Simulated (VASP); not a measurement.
Output of a VASP run:

**OUTCAR**
```
 ion  position               nearest neighbor table
   1  0.000  0.000  0.000-
  LATTYP: Found a face centered cubic cell.
 ALAT       =     3.8570000000
 Subroutine PRICEL returns:
 Original cell was already a primitive cell.
 Subroutine GETGRP returns: Found 48 space group operations
The static configuration has the point symmetry O_h .
The dynamic configuration has the point symmetry O_h .
 Subroutine INISYM returns: Found 48 space group operations
 Subroutine IBZKPT returns following result:
 Found    145 irreducible k-points:

 Following reciprocal coordinates:
            Coordinates               Weight
  0.000000  0.000000  0.000000      1.000000
  0.062500  0.000000  0.000000      8.000000
  0.125000  0.000000  0.000000      8.000000
  0.187500  0.000000  0.000000      8.000000
  0.250000  0.000000  0.000000      8.000000
  0.312500  0.000000  0.000000      8.000000
  0.375000  0.000000  0.000000      8.000000
  0.437500  0.000000  0.000000      8.000000
  0.500000  0.000000  0.000000      4.000000
  0.062500  0.062500  0.000000      6.000000
  0.125000  0.062500  0.000000     24.000000
  0.187500  0.062500  0.000000     24.000000
  0.250000  0.062500  0.000000     24.000000
  0.312500  0.062500  0.000000     24.000000
  0.375000  0.062500  0.000000     24.000000
  0.437500  0.062500  0.000000     24.000000
  0.500000  0.062500  0.000000     24.000000
 -0.437500  0.062500  0.000000     24.000000
 -0.375000  0.062500  0.000000     24.000000
 -0.312500  0.062500  0.000000     24.000000
 -0.250000  0.062500  0.000000     24.000000
 -0.187500  0.062500  0.000000     24.000000
 -0.125000  0.062500  0.000000     24.000000
 -0.062500  0.062500  0.000000     12.000000
  0.125000  0.125000  0.000000      6.000000
  0.187500  0.125000  0.000000     24.000000
  0.250000  0.125000  0.000000     24.000000
  0.312500  0.125000  0.000000     24.000000
  0.375000  0.125000  0.000000     24.000000
  0.437500  0.125000  0.000000     24.000000
  0.500000  0.125000  0.000000     24.000000
 -0.437500  0.125000  0.000000     24.000000
 -0.375000  0.125000  0.000000     24.000000
 -0.312500  0.125000  0.000000     24.000000
 -0.250000  0.125000  0.000000     24.000000
 -0.187500  0.125000  0.000000     24.000000
 -0.125000  0.125000  0.000000     12.000000
  0.187500  0.187500  0.000000      6.000000
  0.250000  0.187500  0.000000     24.000000
  0.312500  0.187500  0.000000     24.000000
   k-points           NKPTS =    145   k-points in BZ     NKDIM =    145   number of bands    NBANDS=     11
   number of dos      NEDOS =    301   number of ions     NIONS =      1
   total plane-waves  NPLWV =   8000
   dimension x,y,z NGX =    20 NGY =   20 NGZ =   20
   dimension x,y,z NGXF=    40 NGYF=   40 NGZF=   40
   ions per type =               1
   PREC   = accura    normal or accurate (medium, high low for compatibility)
   ISTART =      0    job   : 0-new  1-cont  2-samecut
   ICHARG =      2    charge: 1-file 2-atom 10-const
   ISPIN  =      1    spin polarized calculation?
   LNONCOLLINEAR =      F non collinear calculations
   LSORBIT =      F    spin-orbit coupling
   INIWAV =      1    electr: 0-lowe 1-rand  2-diag
   ENCUT  =  480.0 eV  35.28 Ry    5.94 a.u.   4.87  4.87  4.87*2*pi/ulx,y,z
   NELM   =    100;   NELMIN=  2; NELMDL= -5     # of ELM steps
   EDIFF  = 0.1E-06   stopping-criterion for ELM
   LREAL  =      F    real-space projection
   NLSPLINE    = F    spline interpolate recip. space projectors
   LMAXMIX     =    4 max onsite mixed and CHGCAR
   VOSKOWN=      0    Vosko Wilk Nusair interpolation
   EDIFFG = 0.1E-05   stopping-criterion for IOM
   NSW    =      0    number of steps for IOM
   NBLOCK =      1;   KBLOCK =      1    inner block; outer block
   IBRION =     -1    ionic relax: 0-MD 1-quasi-New 2-CG
   NFREE  =      0    steps in history (QN), initial steepest desc. (CG)
...
```

### OSZICAR
```
       N       E                     dE             d eps       ncg     rms          rms(c)
DAV:   1     0.901728964865E+02    0.90173E+02   -0.91810E+03  3206   0.141E+03
DAV:   2    -0.276022717490E+02   -0.11778E+03   -0.11331E+03  3289   0.382E+02
DAV:   3    -0.291013396999E+02   -0.14991E+01   -0.14884E+01  3751   0.489E+01
DAV:   4    -0.291120237353E+02   -0.10684E-01   -0.10682E-01  3667   0.419E+00
DAV:   5    -0.291122587564E+02   -0.23502E-03   -0.23501E-03  3851   0.518E-01    0.117E+01
DAV:   6    -0.238886929100E+02    0.52236E+01   -0.68001E+00  3346   0.392E+01    0.301E+00
DAV:   7    -0.241049486831E+02   -0.21626E+00   -0.52106E-01  3253   0.111E+01    0.190E+00
DAV:   8    -0.241123931219E+02   -0.74444E-02   -0.36587E-02  3472   0.248E+00    0.513E-01
DAV:   9    -0.241175477752E+02   -0.51547E-02   -0.18844E-02  3538   0.158E+00    0.177E-01
DAV:  10    -0.241178303625E+02   -0.28259E-03   -0.32093E-03  3544   0.621E-01    0.103E-01
DAV:  11    -0.241178498622E+02   -0.19500E-04   -0.43253E-04  3682   0.301E-01    0.366E-02
DAV:  12    -0.241179242069E+02   -0.74345E-04   -0.82154E-05  3505   0.107E-01    0.334E-02
DAV:  13    -0.241179057474E+02    0.18460E-04   -0.59311E-05  3538   0.117E-01    0.429E-03
DAV:  14    -0.241179196321E+02   -0.13885E-04   -0.65863E-06  3616   0.229E-02    0.196E-03
DAV:  15    -0.241179159553E+02    0.36768E-05   -0.46935E-07  3827   0.772E-03    0.161E-03
DAV:  16    -0.241179182621E+02   -0.23068E-05   -0.12719E-07  3168   0.384E-03    0.582E-04
DAV:  17    -0.241179179545E+02    0.30760E-06   -0.37030E-08  2285   0.199E-03    0.208E-04
DAV:  18    -0.241179185177E+02   -0.56318E-06   -0.23717E-09  1868   0.587E-04    0.895E-05
DAV:  19    -0.241179181780E+02    0.33966E-06   -0.48798E-10  1778   0.285E-04    0.197E-05
DAV:  20    -0.241179182351E+02   -0.57067E-07   -0.81462E-11  1724   0.116E-04
   1 F= -.24117918E+02 E0= -.24117675E+02  d E =-.729751E-03
```

### OUTCAR
```
------------------------ aborting loop because EDIFF is reached ----------------------------------------
  FORCE on cell =-STRESS in cart. coord.  units (eV):
  Direction    XX          YY          ZZ          XY          YZ          ZX
  --------------------------------------------------------------------------------------
  Total       -0.9165478     -0.9165478     -0.9165478      0.0000000      0.0000000     -0.0000000
  in kB     -102.3709622   -102.3709622   -102.3709622      0.0000000      0.0000000     -0.0000000
  external PRESSURE =    -102.3709622 kB  Pullay stress =       0.0000000 kB
  volume of cell :       14.34
      direct lattice vectors                 reciprocal lattice vectors
     0.000000000  1.928500000  1.928500000    -0.259268862  0.259268862  0.259268862
     1.928500000  0.000000000  1.928500000     0.259268862 -0.259268862  0.259268862
     1.928500000  1.928500000  0.000000000     0.259268862  0.259268862 -0.259268862
 POSITION                                       TOTAL-FORCE (eV/Angst)
 -----------------------------------------------------------------------------------
      0.00000      0.00000      0.00000        -0.000000      0.000000     -0.000000
 -----------------------------------------------------------------------------------
    total drift:                                0.000000      0.000000      0.000000
  FREE ENERGIE OF THE ION-ELECTRON SYSTEM (eV)
  ---------------------------------------------------
  free  energy   TOTEN  =       -24.1179182351 eV

  energy  without entropy=      -24.1171884838  energy(sigma->0) =      -24.11767498
```
(Selected blocks of OUTCAR.)

**POSCAR**
```
Rh
1
    0.0000000000     1.9285000000     1.9285000000
    1.9285000000     0.0000000000     1.9285000000
    1.9285000000     1.9285000000     0.0000000000
Rh
1
Direct
  0.0000000000   0.0000000000   0.0000000000
```

**Question.** Reconstruct the remaining input files.

**Answer.** This is not unique; one that fits is the input of the run itself, r2SCAN meta-GGA, plane waves, VASP's PBE PAW potentials (set 64).

INCAR:
```
! general
SYSTEM =Rh
PREC   =Accurate
ENCUT  =480
LREAL  =.False.
LASPH  =.True.

! electronic loop
EDIFF  =1E-7
NELM   =100
ALGO   =Normal
LMAXMIX=4
LMIXTAU=.True.

! smearing
ISMEAR =1
SIGMA  =0.1

! functional
METAGGA=R2SCAN

! ions
ISIF   =2

! output
LWAVE  =.False.
LCHARG =.False.
```

### KPOINTS
```
Automatic mesh
0
Gamma
16 16 16
0 0 0
```

POTCAR, in this order: Rh_pv (PBE.64 set). Program: vasp_std.

The compound is Rh in the fcc structure. This cell was strained or had an atom moved on purpose.
